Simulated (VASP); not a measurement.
Data:

```
CELL_PARAMETERS angstrom
      4.00400     0.00000     0.00000
     -2.00200     3.46756     0.00000
      0.00000     0.00000    13.01563
ATOMIC_POSITIONS crystal
  Mg 0.00000 0.00000 0.00083
  Mg 0.00000 0.00000 0.50083
  Mg 0.66667 0.33333 0.75017
  Mg 0.33333 0.66667 0.25017
  S  0.00000 0.00000 0.81241
  S  0.00000 0.00000 0.31241
  S  0.66667 0.33333 0.56223
  S  0.33333 0.66667 0.06223
```

The numbers are results of r2SCAN meta-GGA, VASP's PBE PAW potentials (set 64) (plane waves; VASP), not measurements. Settings: 400 eV cut-off, 7×7×2 Γ-centred mesh, tetrahedra with Blöchl corrections, potentials Mg S.

Q: Give the energies of bands 7 to 20 at the high-symmetry points, in eV from the valence-band maximum.

A: 
| band | Γ | M | K | A | L | H |
|---|---|---|---|---|---|---|
| 7 | -1.85 | -2.68 | -2.49 | -0.67 | -2.74 | -2.48 |
| 8 | -0.39 | -2.53 | -2.22 | -0.67 | -2.74 | -2.48 |
| 9 | -0.39 | -1.61 | -2.22 | -0.34 | -1.29 | -2.01 |
| 10 | -0.23 | -1.34 | -2.17 | -0.34 | -1.29 | -2.01 |
| 11 | -0.23 | -1.10 | -1.54 | -0.34 | -1.00 | -1.75 |
| 12 | -0.20 | -0.77 | -1.54 | -0.34 | -1.00 | -1.75 |
| 13 | -0.20 | -0.76 | -1.29 | -0.08 | -0.74 | -0.84 |
| 14 | -0.02 | -0.76 | -0.83 | -0.08 | -0.74 | -0.84 |
| 15 | -0.02 | -0.47 | -0.83 | -0.08 | -0.48 | -0.75 |
| 16 | 0.00 | -0.36 | -0.50 | -0.08 | -0.48 | -0.75 |
| 17 | 4.17 | 4.65 | 5.83 | 4.83 | 4.98 | 5.61 |
| 18 | 5.60 | 4.92 | 5.83 | 4.83 | 4.98 | 5.61 |
| 19 | 5.66 | 5.96 | 6.46 | 5.75 | 5.83 | 7.09 |
| 20 | 5.76 | 6.08 | 6.70 | 5.75 | 5.83 | 7.09 |

The gap is direct, 4.17 eV, from the valence maximum at Γ to the conduction minimum at Γ.

The structure was generated: MgS was put into the 4H type (P6_3mc), which need not be its known phase. It was relaxed first.
